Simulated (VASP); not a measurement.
## How biaxial strain in the (001) plane changes W

How do stress and energy of W follow biaxial strain in the (001) plane?

Calculated with VASP 6.6.1; PBEsol; plane waves and PAW (W_sv), in the first sound run; inputs show where later runs differ.

**1. Starting point**

The structure is cubic, space group Im-3m (No. 229). The conventional cell has a = 3.160 Å, b = 3.160 Å, c = 3.160 Å, α = 90.00°, β = 90.00°, γ = 90.00°. Nearest to W lie 8 W at 2.74 Å.

As a file:

```cif
data_structure
_symmetry_space_group_name_H-M 'P 1'
_symmetry_Int_Tables_number 1
_cell_length_a 2.7366
_cell_length_b 2.7366
_cell_length_c 2.7366
_cell_angle_alpha 109.471
_cell_angle_beta 109.471
_cell_angle_gamma 109.471
_cell_volume 15.78
loop_
_atom_site_label
_atom_site_type_symbol
_atom_site_fract_x
_atom_site_fract_y
_atom_site_fract_z
_atom_site_occupancy
W1 W 0.00000 0.00000 0.00000 1
```

**2. Relax the crystal, PBEsol**

The series starts from the cell that this level prefers, so that zero strain is near zero stress.

Level: PBEsol; plane waves and PAW (W_sv).

Contents of INCAR:

```
SYSTEM = W
PREC = Accurate
ENCUT = 450
EDIFF = 1E-07
NELM = 120
ISMEAR = 1
SIGMA = 0.15
LREAL = .FALSE.
ALGO = Normal
GGA = PS
NBANDS = 13
LASPH = .TRUE.
LORBIT = 11
LWAVE = .FALSE.
LCHARG = .FALSE.
KPAR = 8
IBRION = 2
NSW = 40
ISIF = 3
EDIFFG = -0.005
POTIM = 0.4
```

Contents of POSCAR:

```
W
1.0
   -1.5800000000      1.5800000000      1.5800000000
    1.5800000000     -1.5800000000      1.5800000000
    1.5800000000      1.5800000000     -1.5800000000
W
1
Direct
    0.0000000000      0.0000000000      0.0000000000
```

Contents of KPOINTS:

```
Automatic mesh
0
Gamma
26 26 26
0 0 0
```

PAW data sets: W_sv (PBE family, release 64).

On the command line:

```
> mpirun -np 8 vasp_std
```

Output:

```text
[banner, memory and clock lines left out]
running    8 mpi-ranks, on    1 nodes
[...]
|                                                                             |
|           W    W    AA    RRRRR   N    N  II  N    N   GGGG   !!!           |
|           W    W   A  A   R    R  NN   N  II  NN   N  G    G  !!!           |
|           W    W  A    A  R    R  N N  N  II  N N  N  G       !!!           |
|           W WW W  AAAAAA  RRRRR   N  N N  II  N  N N  G  GGG   !            |
|           WW  WW  A    A  R   R   N   NN  II  N   NN  G    G                |
|           W    W  A    A  R    R  N    N  II  N    N   GGGG   !!!           |
|                                                                             |
|     For optimal performance we recommend to set                             |
|       NCORE = 2 up to number-of-cores-per-socket                            |
|     NCORE specifies how many cores store one orbital (NPAR=cpu/NCORE).      |
|     This setting can greatly improve the performance of VASP for DFT.       |
[...]
DAV:   5    -0.138036781984E+02    0.55676E-05   -0.15802E-05 15231   0.515E-02    0.187E-03
DAV:   6    -0.138036780657E+02    0.13272E-06   -0.27558E-07 13389   0.625E-03    0.790E-04
DAV:   7    -0.138036781079E+02   -0.42240E-07   -0.60559E-09  7418   0.104E-03
   2 F= -.13803678E+02 E0= -.13803709E+02  d E =0.143673E-02
 trial-energy change:    0.001437  1 .order    0.001459   -0.001694    0.004612
 step:   0.2729(harm=  0.2686)  dis= 0.00000  next Energy=   -13.805346 (dE=-0.232E-03)
[...]
N       E                     dE             d eps       ncg     rms          rms(c)
DAV:   1    -0.138191133169E+02   -0.15435E-01   -0.26267E-01 13556   0.773E+00    0.155E+00
DAV:   2    -0.138073344512E+02    0.11779E-01   -0.13320E-02 13461   0.153E+00    0.361E-01
DAV:   3    -0.138053362618E+02    0.19982E-02   -0.39753E-03 14106   0.831E-01    0.266E-01
DAV:   4    -0.138053502180E+02   -0.13956E-04   -0.14953E-04 13926   0.143E-01    0.425E-02
DAV:   5    -0.138053475966E+02    0.26214E-05   -0.74631E-06 15031   0.347E-02    0.133E-03
DAV:   6    -0.138053476740E+02   -0.77406E-07   -0.11257E-07 10648   0.407E-03
   3 F= -.13805348E+02 E0= -.13805365E+02  d E =-.232839E-03
[...]
reached required accuracy - stopping structural energy minimisation
```

Run time: 16 s. Hardware: 8 MPI ranks of Intel Xeon Platinum 8488C (Sapphire Rapids), shared host; peak memory 1.5 GiB; 1.9 min of CPU time.

The logs omit lines about the potential files and the build; timing stands in the text.

From OUTCAR (step 2):

```text
  Total        0.0007943      0.0007943      0.0007943     -0.0000000      0.0000000     -0.0000000
  in kB        0.0809650      0.0809650      0.0809650     -0.0000000      0.0000000     -0.0000000
  external PRESSURE =       0.0809650 kB  Pullay stress =       0.0000000 kB

 POSITION                                       TOTAL-FORCE (eV/Angst)
 -----------------------------------------------------------------------------------
      0.00000      0.00000      0.00000        -0.000000      0.000000     -0.000000
 -----------------------------------------------------------------------------------
    total drift:                                0.000000     -0.000000     -0.000000

  FREE ENERGIE OF THE ION-ELECTRON SYSTEM (eV)
  ---------------------------------------------------
  free  energy   TOTEN  =       -13.8053476740 eV

  energy  without entropy=      -13.8053981924  energy(sigma->0) =      -13.80536451

 reached required accuracy - stopping structural energy minimisation

[... 3 further parts left out ...]
[key lines of the parts left out:]
E-fermi :  11.4150
```

Read from the output:

- energy(sigma→0) of the program: -13.8054 eV
- stress, compression positive: xx, yy, zz 0.01, 0.01, 0.01 GPa
- volume: 15.717 Å³
- ionic steps: 3

**3. Strain along the normal, PBEsol**

One member in full: the plane is strained by 1.5 %, and the strain along the normal is moved by secant steps until the normal stress is under 0.012 GPa or five steps are spent; the atoms relax at each step.

This step took 4 runs, each at a new trial strain with the atoms of the one before; the last is shown.

Level: PBEsol; plane waves and PAW (W_sv).

INCAR, as its differences from that of step 2:

```diff
@@ -15,7 +15,7 @@
 LCHARG = .FALSE.
-KPAR = 8
-IBRION = 2
-NSW = 40
-ISIF = 3
-EDIFFG = -0.005
-POTIM = 0.4
+KPAR = 2
+IBRION = 1
+NSW = 25
+ISIF = 2
+EDIFFG = -0.004
+POTIM = 0.3
```

Contents of POSCAR:

```
W
1.0
   -1.6016574890      1.6016574890      1.5597583200
    1.6016574890     -1.6016574890      1.5597583200
    1.6016574890      1.6016574890     -1.5597583200
W
1
Direct
    0.0000000000      0.0000000000      0.0000000000
```

KPOINTS is that of step 2.

On the command line:

```
> mpirun -np 2 vasp_std
```

Output:

```text
[banner, memory and clock lines left out]
running    2 mpi-ranks, on    1 nodes
[...]
[... a notice as in an earlier step ...]

 LDA part: xc-table for (Slater+PW92), standard interpolation
 POSCAR, INCAR and KPOINTS ok, starting setup
[...]
entering main loop
       N       E                     dE             d eps       ncg     rms          rms(c)
DAV:   1     0.768922781123E+02    0.76892E+02   -0.68918E+03 34905   0.111E+03
DAV:   2    -0.130196581140E+02   -0.89912E+02   -0.86390E+02 38570   0.296E+02
DAV:   3    -0.144917194834E+02   -0.14721E+01   -0.14684E+01 38025   0.373E+01
DAV:   4    -0.144974715837E+02   -0.57521E-02   -0.57520E-02 38285   0.256E+00
[...]
DAV:  10    -0.137929939657E+02    0.88720E-06   -0.92960E-06 36900   0.413E-02    0.527E-03
DAV:  11    -0.137929941890E+02   -0.22326E-06   -0.20347E-07 33929   0.497E-03    0.474E-04
DAV:  12    -0.137929941209E+02    0.68070E-07   -0.40529E-09 19115   0.731E-04
   1 F= -.13792994E+02 E0= -.13793081E+02  d E =-.137930E+02
 BRION: g(F)=  0.214E-61 g(S)=  0.000E+00
 reached required accuracy - stopping structural energy minimisation
```

Elapsed: 53 s, on 2 MPI ranks; peak memory 0.58 GiB.

OUTCAR, selected parts (step 3):

```text
  Total       -0.8303905     -0.8303905      0.0003647      0.0000000      0.0000000      0.0000000
  in kB      -83.1259021    -83.1259021      0.0365120      0.0000000      0.0000000      0.0000000
  external PRESSURE =     -55.4050974 kB  Pullay stress =       0.0000000 kB

 POSITION                                       TOTAL-FORCE (eV/Angst)
 -----------------------------------------------------------------------------------
      0.00000      0.00000      0.00000        -0.000000      0.000000     -0.000000
 -----------------------------------------------------------------------------------
    total drift:                                0.000000     -0.000000      0.000000

  FREE ENERGIE OF THE ION-ELECTRON SYSTEM (eV)
  ---------------------------------------------------
  free  energy   TOTEN  =       -13.7929941209 eV

  energy  without entropy=      -13.7932556924  energy(sigma->0) =      -13.79308131

[... 1 part as in an earlier step ...]

[... 3 further parts left out ...]
[key lines of the parts left out:]
E-fermi :  11.1491
```

This run gave:

| Property | Result |
| --- | --- |
| energy(sigma→0) of the program | -13.7931 eV |
| stress, compression positive | xx, yy, zz -8.31, -8.31, 0.00 GPa |
| ionic steps | 1 |

**4. All members**

The other members went through these steps as far as the tables show, with the same cutoff and, step by step, the same mesh; 30 runs are not shown. The session took 0.94 core hours (wall time by ranks) on a shared machine.

| in-plane strain (%) | strain along the normal (%) | in-plane stress, tension positive (GPa) | energy above the unstrained row, extrapolated to no smearing (meV/atom) |
| --- | --- | --- | --- |
| -2.000 | 1.667 | -12.713 | 24.598 |
| -1.500 | 1.223 | -9.422 | 13.674 |
| -1.000 | 0.804 | ? | ? |
| -0.500 | 0.400 | -3.011 | 1.505 |
| 0 | 0.000 | -0.002 | 0.000 |
| 0.500 | -0.390 | 2.880 | 1.370 |
| 1.000 | -0.779 | 5.634 | 5.484 |
| 1.500 | -1.155 | 8.313 | 12.249 |
| 2.000 | -1.515 | 10.943 | 21.605 |

**5. A fit to the known rows**

Fitting a parabola to the 8 known rows (e: strain in %) gives stress = − 0.2201 e² + 5.910 e − 0.02586 in GPa; the residuals are 0.026 GPa r.m.s.

For the withheld row, e = -1, the fit gives -6.156 GPa.

**6. The withheld row**

The calculation gives -6.164 GPa, so the prediction is 0.008 GPa too high, within twice the residual of the fit.

Slopes at zero strain, from cubics through all rows: strain ratio -0.790, stress over strain 590 GPa.

**7. What came out**

```yaml
error_of_the_predicted_stress: 0.008 GPa
ratio_of_normal_to_in_plane_strain: -0.790
biaxial_modulus: 590 GPa
```

As a check, the curvature of the energy gives 585 GPa for the same modulus (energy per volume = M × strain²), 1 % from the slope of the stress. These are static values: temperature and zero-point motion are left out. In a metal the slopes also depend on mesh and smearing, which were held through the series.

[Lines on the potential files, build, host, timing and source positions are cut from VASP's logs without a mark.]

[Logs are printed without paths, hosts, clocks, repeated set-up lines and the standing remarks that a program may print on its own settings, such as how far it seeks lower states.]

[Hosts, paths, dates, database ids (printed as entryN), source tags and the programs' standing remarks are cut or masked in the printed files.]

[In band tables of VASP the shares of atoms and orbitals are scaled to a sum of 1 inside the atoms' spheres.]
